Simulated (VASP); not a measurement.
Calculation: PBE GGA, VASP's PBE PAW potentials (set 64) (plane waves; VASP).

VASP input:

**KPOINTS**
```
Automatic
0
gamma
8 8 8
0 0 0
```

**POSCAR**
```
Al
1
    0.0000000000     2.0250000000     2.0250000000
    2.0250000000     0.0000000000     2.0250000000
    2.0250000000     2.0250000000     0.0000000000
Al
1
Direct
  0.0000000000   0.0000000000   0.0000000000
```

### INCAR
```
SYSTEM  =  Al
PREC  =  Normal; ENCUT  =  350; LREAL  =  .FALSE.
LASPH  =  .TRUE.
EDIFF  =  1E-8; NELM  =  100; ALGO  =  Normal
ISMEAR  =  -1; SIGMA  =  0.1
GGA  =  PE
LWAVE  =  .TRUE.; LCHARG  =  .FALSE.
```

POTCAR, in this order: Al_GW (PBE.64 set). Program: vasp_std.

The run wrote:

**OUTCAR**
```
 ion  position               nearest neighbor table
   1  0.000  0.000  0.000-
  LATTYP: Found a face centered cubic cell.
 ALAT       =     4.0500000000
 Subroutine PRICEL returns:
 Original cell was already a primitive cell.
 Subroutine GETGRP returns: Found 48 space group operations
The static configuration has the point symmetry O_h .
The dynamic configuration has the point symmetry O_h .
 Subroutine INISYM returns: Found 48 space group operations
 Subroutine IBZKPT returns following result:
 Found     29 irreducible k-points:

 Following reciprocal coordinates:
            Coordinates               Weight
  0.000000  0.000000  0.000000      1.000000
  0.125000  0.000000  0.000000      8.000000
  0.250000  0.000000  0.000000      8.000000
  0.375000  0.000000  0.000000      8.000000
  0.500000  0.000000  0.000000      4.000000
  0.125000  0.125000  0.000000      6.000000
  0.250000  0.125000  0.000000     24.000000
  0.375000  0.125000  0.000000     24.000000
  0.500000  0.125000  0.000000     24.000000
 -0.375000  0.125000  0.000000     24.000000
 -0.250000  0.125000  0.000000     24.000000
 -0.125000  0.125000  0.000000     12.000000
  0.250000  0.250000  0.000000      6.000000
  0.375000  0.250000  0.000000     24.000000
  0.500000  0.250000  0.000000     24.000000
 -0.375000  0.250000  0.000000     24.000000
 -0.250000  0.250000  0.000000     12.000000
  0.375000  0.375000  0.000000      6.000000
  0.500000  0.375000  0.000000     24.000000
 -0.375000  0.375000  0.000000     12.000000
  0.500000  0.500000  0.000000      3.000000
  0.375000  0.250000  0.125000     24.000000
  0.500000  0.250000  0.125000     48.000000
 -0.375000  0.250000  0.125000     24.000000
  0.500000  0.375000  0.125000     24.000000
 -0.375000  0.375000  0.125000     48.000000
 -0.250000  0.375000  0.125000     24.000000
 -0.375000  0.500000  0.125000     12.000000
 -0.250000  0.500000  0.250000      6.000000
   k-points           NKPTS =     29   k-points in BZ     NKDIM =     29   number of bands    NBANDS=      5
   number of dos      NEDOS =    301   number of ions     NIONS =      1
   total plane-waves  NPLWV =   2744
   dimension x,y,z NGX =    14 NGY =   14 NGZ =   14
   dimension x,y,z NGXF=    28 NGYF=   28 NGZF=   28
   ions per type =               1
   PREC   = normal    normal or accurate (medium, high low for compatibility)
   ISTART =      0    job   : 0-new  1-cont  2-samecut
   ICHARG =      2    charge: 1-file 2-atom 10-const
   ISPIN  =      1    spin polarized calculation?
   LNONCOLLINEAR =      F non collinear calculations
   LSORBIT =      F    spin-orbit coupling
   INIWAV =      1    electr: 0-lowe 1-rand  2-diag
   ENCUT  =  350.0 eV  25.72 Ry    5.07 a.u.   4.37  4.37  4.37*2*pi/ulx,y,z
   NELM   =    100;   NELMIN=  2; NELMDL= -5     # of ELM steps
   EDIFF  = 0.1E-07   stopping-criterion for ELM
   LREAL  =      F    real-space projection
   NLSPLINE    = F    spline interpolate recip. space projectors
   LMAXMIX     =    2 max onsite mixed and CHGCAR
   VOSKOWN=      0    Vosko Wilk Nusair interpolation
   EDIFFG = 0.1E-06   stopping-criterion for IOM
   NSW    =      0    number of steps for IOM
   NBLOCK =      1;   KBLOCK =      1    inner block; outer block
   IBRION =     -1    ionic relax: 0-MD 1-quasi-New 2-CG
   NFREE  =      0    steps in history (QN), initial steepest desc. (CG)
   ISIF   =      2    stress and relaxation
   ISYM   =      2    0-nonsym 1-usesym 2-fastsym
   TEIN   =    0.0    initial temperature
   TEBEG  =    0.0;   TEEND  =   0.0 temperature during run
   SMASS  =  -3.00    Nose mass-parameter (am)
   PSTRESS=    0.0 pullay stress
...
```

File OSZICAR:
```
       N       E                     dE             d eps       ncg     rms          rms(c)
DAV:   1    -0.206427421511E+01   -0.20643E+01   -0.12797E+03   290   0.343E+02
DAV:   2    -0.376375587243E+01   -0.16995E+01   -0.16183E+01   370   0.285E+01
DAV:   3    -0.377514658077E+01   -0.11391E-01   -0.11369E-01   400   0.258E+00
DAV:   4    -0.377521935685E+01   -0.72776E-04   -0.72776E-04   390   0.171E-01
DAV:   5    -0.377522104126E+01   -0.16844E-05   -0.16844E-05   395   0.145E-02    0.961E-01
DAV:   6    -0.376194293870E+01    0.13278E-01   -0.17115E-03   370   0.302E-01    0.597E-01
DAV:   7    -0.375219435403E+01    0.97486E-02   -0.52779E-03   360   0.517E-01    0.239E-02
DAV:   8    -0.375219498308E+01   -0.62904E-06   -0.14731E-05   380   0.382E-02    0.648E-03
DAV:   9    -0.375219562763E+01   -0.64455E-06   -0.23273E-07   380   0.418E-03    0.474E-04
DAV:  10    -0.375219539102E+01    0.23661E-06   -0.16194E-09   360   0.415E-04    0.214E-04
DAV:  11    -0.375219529814E+01    0.92879E-07   -0.65094E-10   225   0.202E-04    0.922E-06
DAV:  12    -0.375219530685E+01   -0.87085E-08   -0.32350E-11   205   0.725E-05
   1 F= -.37521953E+01 E0= -.37460104E+01  d E =-.123698E-01
```

**OUTCAR**
```
------------------------ aborting loop because EDIFF is reached ----------------------------------------
  FORCE on cell =-STRESS in cart. coord.  units (eV):
  Direction    XX          YY          ZZ          XY          YZ          ZX
  --------------------------------------------------------------------------------------
  Total       -0.0622312     -0.0622312     -0.0622312     -0.0000000     -0.0000000     -0.0000000
  in kB       -6.0036250     -6.0036250     -6.0036250     -0.0000000     -0.0000000     -0.0000000
  external PRESSURE =      -6.0036250 kB  Pullay stress =       0.0000000 kB
  volume of cell :       16.61
      direct lattice vectors                 reciprocal lattice vectors
     0.000000000  2.025000000  2.025000000    -0.246913580  0.246913580  0.246913580
     2.025000000  0.000000000  2.025000000     0.246913580 -0.246913580  0.246913580
     2.025000000  2.025000000  0.000000000     0.246913580  0.246913580 -0.246913580
 POSITION                                       TOTAL-FORCE (eV/Angst)
 -----------------------------------------------------------------------------------
      0.00000      0.00000      0.00000         0.000000      0.000000      0.000000
 -----------------------------------------------------------------------------------
    total drift:                               -0.000000     -0.000000     -0.000000
  FREE ENERGIE OF THE ION-ELECTRON SYSTEM (eV)
  ---------------------------------------------------
  free  energy   TOTEN  =        -3.7521953068 eV

  energy  without entropy=       -3.7398254934  energy(sigma->0) =       -3.74601040
```
(Selected blocks of OUTCAR.)

The compound is Al in the fcc structure. The cell was not relaxed at this level. The k-mesh is coarse (spacing up to 0.34 per Å, 2π included), so the numbers may not be converged in it.
